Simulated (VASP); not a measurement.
The input files of a VASP run:

### INCAR
```
ALGO = Normal
EDIFF = 1E-7
EDIFFG = -0.01
ENCUT = 520
GGA = PE
IBRION = 2
ISIF = 4
ISMEAR = 0
IVDW = 11
LASPH = T
LCHARG = F
LMAXMIX = 4
LREAL = F
LWAVE = F
NELM = 100
NSW = 30
PREC = Accurate
SIGMA = 0.05
SYSTEM = MoSe2
```

KPOINTS:
```
Automatic mesh
0
Gamma
8 8 2
0 0 0
```

**POSCAR**
```
MoSe2
1
    1.6133619556    -2.7944252926     0.0000000000
    1.6133619556     2.7944252926     0.0000000000
    0.0000000000     0.0000000000    12.6938484974
Mo Se
2 4
Direct
  0.3333330000   0.6666670000   0.2500000000
  0.6666670000   0.3333330000   0.7500000000
  0.3333330000   0.6666670000   0.8791172314
  0.6666670000   0.3333330000   0.3791172314
  0.6666670000   0.3333330000   0.1208827686
  0.3333330000   0.6666670000   0.6208827686
```

POTCAR, in this order: Mo_sv Se (PBE.64 set). Program: vasp_std.

**Question.** Translate this PBE-D3 (zero damping) calculation to Quantum ESPRESSO's pw.x.

**Answer.** One equivalent input (not run):
```
&CONTROL
  calculation = 'vc-relax'
  pseudo_dir = './pseudo'
  outdir = './out'
  tprnfor = .true.
  tstress = .true.
  nstep = 30
  forc_conv_thr = 0.00039
/
&SYSTEM
  ibrav = 0
  nat = 6
  ntyp = 2
  ecutwfc = 86
  occupations = 'smearing'
  smearing = 'gaussian'
  degauss = 0.003675
  input_dft = 'pbe'
  vdw_corr = 'grimme-d3'
  dftd3_version = 3
  dftd3_threebody = .false.
/
&ELECTRONS
  conv_thr = 7.3e-09
  electron_maxstep = 100
/
&IONS
/
&CELL
  cell_dofree = 'shape'
/
ATOMIC_SPECIES
  Mo 95.950 Mo.upf
  Se 78.971 Se.upf
CELL_PARAMETERS angstrom
     1.6133620   -2.7944253    0.0000000
     1.6133620    2.7944253    0.0000000
     0.0000000    0.0000000   12.6938485
ATOMIC_POSITIONS crystal
  Mo   0.3333330  0.6666670  0.2500000
  Mo   0.6666670  0.3333330  0.7500000
  Se   0.3333330  0.6666670  0.8791172
  Se   0.6666670  0.3333330  0.3791172
  Se   0.6666670  0.3333330  0.1208828
  Se   0.3333330  0.6666670  0.6208828
K_POINTS automatic
  8 8 2 0 0 0
```
Limits of the translation: the potentials are each code's own (VASP's PAW set, PseudoDojo norm-conserving files in pw.x), so ENCUT and ecutwfc are chosen apart and not converted; conv_thr bounds pw.x's estimated SCF error, while EDIFF bounds the energy change between steps; forc_conv_thr acts on force components and is met together with etot_conv_thr.

The compound is MoSe2 in the 2H layered structure. This cell is one point of a volume scan, at 0.94 of the reference volume. Symmetry was kept, so distortions that lower it aren't found.
